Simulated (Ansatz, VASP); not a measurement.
# CoSi2: VASP beside Ansatz

Aim: how closely do two programs agree when they are given the same cell, functional and k mesh? The cell is taken from a series of runs on this material, whose earlier steps may have relaxed, scaled, displaced or heated it; both programs get it as it stands.

Method: plane waves, with VASP 6.6.1 beside it; zone-centre phonons at LDA, in Ansatz 0.2.0.

### Step 1. The starting structure

The structure is cubic, space group Fm-3m (No. 225). Conventional cell: a = 5.276 Å, b = 5.276 Å, c = 5.276 Å, α = 90.00°, β = 90.00°, γ = 90.00°. Co has 8 Si at 2.28 Å nearest. Si has 4 Co at 2.28 Å nearest. Farther neighbours are not listed.

Structure file:

```cif
data_structure
_symmetry_space_group_name_H-M 'Fm-3m'
_symmetry_Int_Tables_number 225
_cell_length_a 5.2758
_cell_length_b 5.2758
_cell_length_c 5.2758
_cell_angle_alpha 90.000
_cell_angle_beta 90.000
_cell_angle_gamma 90.000
_cell_volume 146.85
loop_
_atom_site_label
_atom_site_type_symbol
_atom_site_symmetry_multiplicity
_atom_site_Wyckoff_symbol
_atom_site_fract_x
_atom_site_fract_y
_atom_site_fract_z
_atom_site_occupancy
Co1 Co 4 a 0.00000 0.00000 0.00000 1
Si1 Si 8 c 0.75000 0.25000 0.75000 1
```

### Step 2. Ansatz: zone-centre phonons, LDA

Ansatz runs on its default PAW (the set named soft_2) files.

Second derivatives magnify differences that forces hide, and they need a tight electronic threshold.

Input file input.yaml:

```yaml
crystal:
  lattice:
    - [-2.6379152088, 0.0, 2.6379152088]
    - [0.0, 2.6379152088, 2.6379152088]
    - [-2.6379152088, 2.6379152088, 0.0]
  atoms:
    - { symbol: Co, position: [0.0, 0.0, 0.0] }
    - { symbol: Si, position: [0.75, 0.75, 0.75] }
    - { symbol: Si, position: [0.25, 0.25, 0.25] }
kpoints:
  mp_grid: { grid: [12, 12, 12] }
hamiltonian:
  xc: lda
scf:
  occupations: { method: gaussian, width: 0.27211 }
output:
  eigenvalues: true
phonons:
  method: dfpt
```

On the command line:

```bash
$ ansatz run input.yaml --threads 16 --pin off --max-ram 32768MiB --backend cpu --events-out ev --progress --plain --runs-dir out
```

Numbers of over 12 decimals in the logs are rounded to 6 here.

What it wrote:

```text
zone centre: on kpoints.mp_grid the ground state, and the responses unless they are solved on pairs of k-points, stand on 163 of the mesh's 1728 k-points, reduced under 8 symmetry operations, with k and −k counted as one. Each operation leaves every solved displacement unchanged or reverses it
Engine: ansatz 0.2.0, aarch64-unknown-linux-gnu
Pseudopotentials: kind: paw
Pseudopotential: Co, paw, valence charge 17, recommended cutoff 420 eV (normal), Co.paw.azcp
Pseudopotential: Si, paw, valence charge 4, recommended cutoff 420 eV (normal), Si.paw.azcp
Functional definition: SPW92
  exchange = slater_x
  correlation = pw_c
Crystal: 3 atoms, lattice volume = 36.712 Å³
Basis set: ecut = 420 eV, 725 PW (Γ), exchange–correlation on 50×50×50 points (8 copies of the dense FFT grid, shifted against one another)
Bands: 17, of which v1, the nominal top of the filled ones, is band 13 counted from 1 (12 counted from 0)
Symmetry: 48 space group operations
k-points: 163 of 1728 (irreducible under 8 space group operations, time reversal used)
Non-local potential: Co, projectors of the file, l = 0: 3, l = 1: 2, l = 2: 3, l = 3: 1
Non-local potential: Si, projectors of the file, l = 0: 2, l = 1: 2, l = 2: 2
PAW form: soft (Blöchl's): semilocal exchange-correlation on the pseudo side does not see the compensation charge
PAW frozen core: Co, regenerated for the run's functional, and the local potential with it (the file was generated under x = pbe(κ = 0.804, μ = 0.219515), c = pbe(β = 0.066725))
PAW frozen core: Si, regenerated for the run's functional, and the local potential with it (the file was generated under x = pbe(κ = 0.804, μ = 0.219515), c = pbe(β = 0.066725))
PAW one-centre angular grid: Co, 590 points (default); XC on 64 Gauss nodes
PAW one-centre angular grid: Si, 110 points (default); XC on 64 Gauss nodes
Initial density: superposition of atomic densities (neutral atoms: chi_scale 0, normalization atom), corrected by the library's trained network
Initial wavefunctions: pseudopotential atomic-orbital guess
Functional: x = slater, c = lda
SCF iter   1: F=—  HF=-6281.943995 eV  |F-HF|=—  |Δ(HF+E_count)|=         —  Δρ=1.14e-2  dr2=2.57e-2  ethr=1.77e-3  ⟨swp⟩=5.0  Hψ=13800  notcnv=0
preconditioner: auto → Kerker (q_TF=auto, 2.559 Å⁻¹)  [metal: Δε(μ)=0.027 eV  Ē_g=8.474 eV  σ=0.272 eV  W_gap=0.06  n_scr=14 (ndim 8)  ℏωp=25.3 eV  f_vac=0.002  D(μ)=0.98/eV (n_scr^D=8)]
SCF iter   2: F=—  HF=-6281.941308 eV  |F-HF|=—  |Δ(HF+E_count)|=   2.69e-3  Δρ=4.24e-3  dr2=3.92e-3  ethr=1.03e-4  ⟨swp⟩=1.0  Hψ=4075  notcnv=0
SCF iter   3: F=—  HF=-6281.940890 eV  |F-HF|=—  |Δ(HF+E_count)|=   4.19e-4  Δρ=9.75e-4  dr2=2.81e-4  ethr=1.57e-5  ⟨swp⟩=1.0  Hψ=2770  notcnv=0
SCF iter   4: F=—  HF=-6281.940881 eV  |F-HF|=—  |Δ(HF+E_count)|=   9.07e-6  Δρ=2.11e-4  dr2=1.60e-5  ethr=1.12e-6  ⟨swp⟩=2.6  Hψ=4124  notcnv=0
SCF iter   5: F=—  HF=-6281.940872 eV  |F-HF|=—  |Δ(HF+E_count)|=   8.47e-6  Δρ=4.83e-5  dr2=1.28e-6  ethr=6.41e-8  ⟨swp⟩=2.0  Hψ=4132  notcnv=0
SCF iter   6: F=—  HF=-6281.940875 eV  |F-HF|=—  |Δ(HF+E_count)|=   2.95e-6  Δρ=4.83e-5  dr2=7.28e-7  ethr=5.12e-9  ⟨swp⟩=3.0  Hψ=4899  notcnv=0
SCF iter   7: F=—  HF=-6281.940875 eV  |F-HF|=—  |Δ(HF+E_count)|=   8.74e-8  Δρ=2.26e-5  dr2=1.16e-7  ethr=2.91e-9  ⟨swp⟩=2.3  Hψ=3692  notcnv=0
SCF iter   8: F=—  HF=-6281.940875 eV  |F-HF|=—  |Δ(HF+E_count)|=   1.19e-8  Δρ=9.00e-6  dr2=1.78e-8  ethr=4.62e-10  ⟨swp⟩=1.0  Hψ=2750  notcnv=0
SCF iter   9: F=—  HF=-6281.940875 eV  |F-HF|=—  |Δ(HF+E_count)|=   2.21e-9  Δρ=6.88e-7  dr2=1.10e-10  ethr=7.13e-11  ⟨swp⟩=1.2  Hψ=2822  notcnv=0
SCF iter  10: F=-6281.940875 eV  HF=-6281.940875 eV  |F-HF|=5.46e-12  |Δ(HF+E_count)|=  5.91e-11  Δρ=1.86e-7  dr2=6.93e-12  ethr=1.00e-12  ⟨swp⟩=6.4  Hψ=12267  notcnv=0
SCF 1 converged in 10 iterations: F = -6281.940875 eV  dr2 = 6.93e-12
  greatest PAW one-centre occupation: 1.001 electrons in one spin orbital (limit 2), on the Co atom at site 0 (counted from 0), in its partial waves of l = 1
DFPT response loops at Γ: preconditioner auto → Kerker (q_TF=auto, 2.559 Å⁻¹) (partly filled bands, converged f_vac=0.000); β = 1.00, the filter's whole step (`scf.mixing.beta` (0.50) is not read by the response loops under this deck's `scf.mixing.preconditioner`; to damp them name `kerker` or `kerker_dos`, under which they read `scf.mixing.beta`, and type it under 1.00, their step now; both keys bind the ground state too); Broyden in place of MSR1
SCF converged after 10 iterations
Free energy (F): -6281.940875 eV
Harris-Foulkes:  -6281.940875 eV  (|F-HF|=5.46e-12)
Internal energy: -6281.904682 eV  (E = F + TS)
E sigma→0 (E₀):  -6281.922778 eV
Entropy (-TS):   -0.036193 eV (-12.064 meV/atom)
Fermi energy:    13.358052 eV
--- Per-component energies (eV) ---
  E_band       = -271.658753
  E_kinetic    = 551.942313
  E_local      = -4054.041646  (includes V_loc(G=0)·N_el)
  E_nonlocal   = 510.126415
  E_hartree    = 1763.580319
  E_xc         = -273.669104
  E_vxc        = -307.439801  (∫ρ·V_xc dr)
  E_paw        = -2426.712596  (= ΣΔE_a)
  E_vpaw       = -499.406901  (= ΣTr[D̂ρ^β])
  E_aug_tail   = 0.000011  (compensation charges beyond the density's cutoff)
  E_ewald      = -2353.717306
  E_core_change = 0.586912  (= ΣΔE_core)
  E_smearing   = -0.036193  (= −TS)
  E_closure    = 0.000000  (closes the sum)
  Σ components = -6281.940875   (vs F -6281.940875, Δ=0.00e0)
--- Band table (eV; the first three rows and the last of 163) ---
  k-point 0: bands = [... 9 lower, 11.2943, 14.4613, 16.8221, 16.8221, 16.8221, 16.9742, 16.9742, 16.9742]
  k-point 1: bands = [... 9 lower, 11.2609, 14.4784, 15.4619, 16.1242, 16.1242, 17.7124, 17.7124, 18.4791]
  k-point 2: bands = [... 9 lower, 11.1883, 13.5419, 15.3730, 15.3730, 15.4109, 17.8784, 17.8784, 18.5350]
  k-point 162: bands = [... 9 lower, 11.2299, 11.2299, 11.2956, 11.9170, 15.1079, 16.3043, 22.0125, 23.3042]
--- Phonons (Γ-DFPT): 2 representative perturbations + reference, on 163 of 1728 k-points (Σ response iterations 6) ---
  k mesh reduced under 8 symmetry operations, with k and −k counted as one. Each operation leaves every solved displacement unchanged or reverses it
  ASR residual: 1.207e-4 → 0.000e0 eV/Å²; symmetrization residual: 2.739e-6 eV/Å²
  ASR residual per site (eV/Å²): 1.21e-4 6.79e-6 6.79e-6
  Γ frequencies (cm⁻¹): 0.00 0.00 0.00 345.04 345.04 345.04 347.16 347.16 347.16
  non-analytic LO–TO correction: not included (Born effective charges unavailable; polar crystals: no LO–TO splitting at Γ)
```

Reading the cycles: dr2 is the Hartree energy of the density residual (eV), the measure of convergence; HF is the Harris–Foulkes estimate of the energy, which meets the free energy F at convergence.

[end of part 1 of 2]

[Lines on the potential files, build, host, timing and source positions are cut from VASP's logs without a mark.]

[Logs are printed without paths, hosts, clocks, repeated set-up lines and the standing remarks that a program may print on its own settings, such as how far it seeks lower states.]

[Hosts, paths, dates, database ids (printed as entryN), source tags and the programs' standing remarks are cut or masked in the printed files.]
